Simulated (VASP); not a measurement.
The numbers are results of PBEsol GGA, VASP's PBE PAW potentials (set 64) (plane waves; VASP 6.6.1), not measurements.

A VASP calculation is set up with these files.

### INCAR
```
ALGO = Normal
EDIFF = 1E-6
EDIFFG = -0.01
ENCUT = 400
GGA = PS
IBRION = 2
ISIF = 3
ISMEAR = 1
LASPH = .TRUE.
LCHARG = .FALSE.
LMAXMIX = 6
LREAL = .FALSE.
LWAVE = .FALSE.
NELM = 100
NSW = 60
PREC = Accurate
SIGMA = 0.1
SYSTEM = TaAs
```

KPOINTS:
```
Automatic mesh
0
Gamma
9 9 9
0 0 0
```

**POSCAR**
```
TaAs
1.0
  0.0000000000   3.3370850000   3.3370850000
  3.3370850000   0.0000000000   3.3370850000
  3.3370850000   3.3370850000   0.0000000000
Ta As
1 1
Cart
  0.0000000000   0.0000000000   0.0000000000
  1.6685425000   1.6685425000   1.6685425000
```

POTCAR, in this order: Ta_pv As (PBE.64 set). Program: vasp_std.

Energy and stress use the plane-wave basis of the starting cell. Unless said otherwise, spin-orbit coupling is left out, though it shifts the bands of the heavy elements here.

**Question.** What does the run give for the energy per atom (σ→0), volume per atom, band gap (on the k-mesh)?

**Answer.** 
```yaml
energy per atom (σ→0): -8.250 eV/atom
band gap (on the k-mesh): none (metal, semimetal or under 0.01 eV)
volume_per_atom: 23.63 Å^3/atom
```

### OSZICAR
```
...
       N       E                     dE             d eps       ncg     rms          rms(c)
DAV:   1    -0.165042369687E+02   -0.54268E-02   -0.11890E-01   904   0.407E+00    0.471E-01
DAV:   2    -0.165002385170E+02    0.39985E-02   -0.86040E-03   884   0.893E-01    0.143E-01
DAV:   3    -0.164996746700E+02    0.56385E-03   -0.11955E-03   992   0.300E-01    0.471E-02
DAV:   4    -0.164996250302E+02    0.49640E-04   -0.17267E-04   960   0.107E-01    0.245E-02
DAV:   5    -0.164996287355E+02   -0.37053E-05   -0.92749E-06  1004   0.307E-02    0.722E-03
DAV:   6    -0.164996292060E+02   -0.47046E-06   -0.46675E-07   444   0.630E-03
   7 F= -.16499629E+02 E0= -.16500195E+02  d E =-.557019E-03
```

The structure was generated: TaAs was put into the zinc blende type (F-43m), which need not be its known phase. This run relaxes it. Symmetry was kept, so distortions that lower it aren't found.
